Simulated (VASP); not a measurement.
Output of a VASP run:

**OUTCAR**
```
 ion  position               nearest neighbor table
   1  0.000  0.000  0.365-   5 3.05   5 3.05   6 3.23   6 3.23   2 4.45   2 4.45   2 4.45   2 4.45
                             3 4.51
   2  0.500  0.500  0.449-   6 3.06   6 3.06   5 3.23   5 3.23   8 3.38   8 3.38   1 4.45   1 4.45
                             1 4.45   1 4.45   4 4.51   3 4.65   3 4.65   3 4.65   3 4.65
   3  0.000  0.000  0.551-   7 3.06   7 3.06   8 3.23   8 3.23   5 3.38   5 3.38   4 4.45   4 4.45
                             4 4.45   4 4.45   1 4.51   2 4.65   2 4.65   2 4.65   2 4.65
   4  0.500  0.500  0.635-   8 3.05   8 3.05   7 3.23   7 3.23   3 4.45   3 4.45   3 4.45   3 4.45
                             2 4.51
   5  0.500  0.000  0.448-   1 3.05   1 3.05   2 3.23   2 3.23   3 3.38   3 3.38
   6  0.000  0.500  0.365-   2 3.06   2 3.06   1 3.23   1 3.23
   7  0.500  0.000  0.635-   3 3.06   3 3.06   4 3.23   4 3.23
   8  0.000  0.500  0.552-   4 3.05   4 3.05   3 3.23   3 3.23   2 3.38   2 3.38
  LATTYP: Found a simple orthorhombic cell.
 ALAT       =     4.5614992654
 B/A-ratio  =     1.4142136662
 C/A-ratio  =     5.3197506115
 Subroutine PRICEL returns:
 Original cell was already a primitive cell.
 Subroutine GETGRP returns: Found  8 space group operations
The static configuration has the point symmetry C_2v.
 The point group associated with its full space group is D_2h.
The dynamic configuration has the point symmetry C_2v.
 Subroutine INISYM returns: Found  8 space group operations
 Subroutine IBZKPT returns following result:
 Found      6 irreducible k-points:

 Following reciprocal coordinates:
            Coordinates               Weight
  0.000000  0.000000  0.000000      1.000000
  0.200000  0.000000  0.000000      2.000000
  0.400000  0.000000  0.000000      2.000000
  0.000000  0.333333  0.000000      2.000000
  0.200000  0.333333  0.000000      4.000000
  0.400000  0.333333  0.000000      4.000000
   k-points           NKPTS =      6   k-points in BZ     NKDIM =      6   number of bands    NBANDS=     38
   number of dos      NEDOS =    301   number of ions     NIONS =      8
   total plane-waves  NPLWV =  92160
   dimension x,y,z NGX =    24 NGY =   32 NGZ =  120
   dimension x,y,z NGXF=    48 NGYF=   64 NGZF=  240
   ions per type =               4   4
   PREC   = normal    normal or accurate (medium, high low for compatibility)
   ISTART =      1    job   : 0-new  1-cont  2-samecut
   ICHARG =      0    charge: 1-file 2-atom 10-const
   ISPIN  =      1    spin polarized calculation?
   LNONCOLLINEAR =      F non collinear calculations
   LSORBIT =      F    spin-orbit coupling
   INIWAV =      1    electr: 0-lowe 1-rand  2-diag
   ENCUT  =  400.0 eV  29.40 Ry    5.42 a.u.   7.44 10.52 39.57*2*pi/ulx,y,z
   NELM   =    100;   NELMIN=  4; NELMDL=  0     # of ELM steps
   EDIFF  = 0.1E-05   stopping-criterion for ELM
   LREAL  =      F    real-space projection
   NLSPLINE    = F    spline interpolate recip. space projectors
   LMAXMIX     =    4 max onsite mixed and CHGCAR
   VOSKOWN=      0    Vosko Wilk Nusair interpolation
   EDIFFG = 0.1E-04   stopping-criterion for IOM
   NSW    =      0    number of steps for IOM
   NBLOCK =      1;   KBLOCK =      1    inner block; outer block
   IBRION =     -1    ionic relax: 0-MD 1-quasi-New 2-CG
   NFREE  =      0    steps in history (QN), initial steepest desc. (CG)
   ISIF   =      2    stress and relaxation
   ISYM   =      2    0-nonsym 1-usesym 2-fastsym
   TEIN   =    0.0    initial temperature
   TEBEG  =    0.0;   TEEND  =   0.0 temperature during run
   SMASS  =  -3.00    Nose mass-parameter (am)
   PSTRESS=    0.0 pullay stress
   NELECT =      64.0000    total number of electrons
   EFERMI =   0.00;   METHOD = LEGACY
   ISMEAR =     0;   SIGMA  =   0.05  broadening in eV -4-tet -1-fermi 0-gaus
   IALGO  =     38    algorithm
   LDIAG  =      T    sub-space diagonalisation (order eigenvalues)
   IMIX   =      4    mixing-type and parameters
     AMIX     =   0.40;   BMIX     =  1.00
     AMIX_MAG =   1.60;   BMIX_MAG =  1.00
     AMIN     =   0.10
   METAGGA = R2SCAN    functional components
   VOSKOWN =     0    Vosko Wilk Nusair interpolation
   LHFCALC =     F    Hartree Fock is set to
   LHFONE  =     F    Hartree Fock one center treatment
   AEXX    =    0.0000 exact exchange contribution
...
```

### OSZICAR
```
       N       E                     dE             d eps       ncg     rms          rms(c)
DAV:   1    -0.154199321757E+03   -0.15420E+03   -0.54631E-06   432   0.115E-02    0.859E-04
DAV:   2    -0.154199319119E+03    0.26373E-05   -0.36109E-07   294   0.411E-03    0.439E-04
DAV:   3    -0.154199323229E+03   -0.41096E-05   -0.28238E-07   264   0.382E-03    0.347E-04
DAV:   4    -0.154199324572E+03   -0.13428E-05   -0.34956E-07   264   0.417E-03    0.241E-04
DAV:   5    -0.154199321571E+03    0.30008E-05   -0.77562E-07   312   0.656E-03    0.151E-04
DAV:   6    -0.154199322733E+03   -0.11615E-05   -0.84579E-07   312   0.672E-03    0.922E-05
DAV:   7    -0.154199323292E+03   -0.55909E-06   -0.24917E-07   264   0.396E-03
   1 F= -.15419932E+03 E0= -.15419932E+03  d E =-.249554E-20
```

### OUTCAR
```
------------------------ aborting loop because EDIFF is reached ----------------------------------------
  FORCE on cell =-STRESS in cart. coord.  units (eV):
  Direction    XX          YY          ZZ          XY          YZ          ZX
  --------------------------------------------------------------------------------------
  Total        2.9552684     -5.3172311      0.0008929      0.0000000      0.0000000      0.0000000
  in kB        6.6309901    -11.9307292      0.0020034      0.0000000      0.0000000      0.0000000
  external PRESSURE =      -1.7659119 kB  Pullay stress =       0.0000000 kB
  volume of cell :      714.05
      direct lattice vectors                 reciprocal lattice vectors
     4.561499265  0.000000000  0.000000000     0.219226167  0.000000000  0.000000000
     0.000000000  6.450934600  0.000000000     0.000000000  0.155016298  0.000000000
     0.000000000  0.000000000 24.266038507     0.000000000  0.000000000  0.041209858
 POSITION                                       TOTAL-FORCE (eV/Angst)
 -----------------------------------------------------------------------------------
      0.00000      0.00000      8.84943         0.000000      0.000000     -0.005345
      2.28075      3.22547     10.90219         0.000000      0.000000      0.002116
      0.00000      0.00000     13.36384         0.000000      0.000000     -0.002116
      2.28075      3.22547     15.41661         0.000000      0.000000      0.005345
      2.28075      0.00000     10.87037         0.000000      0.000000      0.006129
      0.00000      3.22547      8.85800         0.000000      0.000000      0.000284
      2.28075      0.00000     15.40804         0.000000      0.000000     -0.000284
      0.00000      3.22547     13.39567         0.000000      0.000000     -0.006129
 -----------------------------------------------------------------------------------
    total drift:                                0.000000     -0.000000      0.000000
  FREE ENERGIE OF THE ION-ELECTRON SYSTEM (eV)
  ---------------------------------------------------
  free  energy   TOTEN  =      -154.1993232917 eV

  energy  without entropy=     -154.1993232917  energy(sigma->0) =     -154.19932329

 total charge

# of ion       s       p       d       tot
------------------------------------------
    1        2.019   5.610   0.270   7.899
    2        2.020   5.630   0.266   7.916
    3        2.020   5.630   0.266   7.916
    4        2.019   5.610   0.270   7.899
    5        1.310   2.453   0.000   3.763
    6        1.312   2.420   0.000   3.731
    7        1.312   2.420   0.000   3.731
    8        1.310   2.453   0.000   3.763
--------------------------------------------------
tot         13.323  32.224   1.071  46.619
```
(Selected blocks of OUTCAR.)

POSCAR:
```
BaS(110) slab
1
    4.5614992654     0.0000000000     0.0000000000
    0.0000000000     6.4509345996     0.0000000000
    0.0000000000     0.0000000000    24.2660385066
Ba S
4 4
Direct
  0.0000000000   0.0000000000   0.3646836333
  0.5000000000   0.5000000000   0.4492779017
  0.0000000000   0.0000000000   0.5507220983
  0.5000000000   0.5000000000   0.6353163667
  0.5000000000   0.0000000000   0.4479664351
  0.0000000000   0.5000000000   0.3650368916
  0.5000000000   0.0000000000   0.6349631084
  0.0000000000   0.5000000000   0.5520335649
```

Task: Reconstruct the remaining input files.

Result: This is not unique; one that fits is the input of the run itself, r2SCAN meta-GGA, plane waves, VASP's PBE PAW potentials (set 64).

### INCAR
```
! general
SYSTEM   =  BaS(110) slab
PREC     =  Normal
ENCUT    =  400
LREAL    =  .False.
LASPH    =  .True.

! electronic loop
EDIFF    =  1E-6
NELM     =  100
NELMIN   =  4
ALGO     =  Normal
LMAXMIX  =  4
LMIXTAU  =  .True.

! smearing
ISMEAR   =  0
SIGMA    =  0.05

! functional
METAGGA  =  R2SCAN

! output
LWAVE    =  .False.
LCHARG   =  .False.
LORBIT   =  11
LVHAR    =  .True.

! other
LDIPOL   =  .True.
IDIPOL   =  3
DIPOL    =  0.5 0.5 0.5
```

KPOINTS:
```
Automatic mesh
0
Gamma
5 3 1
0 0 0
```

POTCAR, in this order: Ba_sv S (PBE.64 set). Program: vasp_std. Read from the step before: WAVECAR.

The cell is a thin slab with vacuum, built from BaS (rock salt): (110) face.
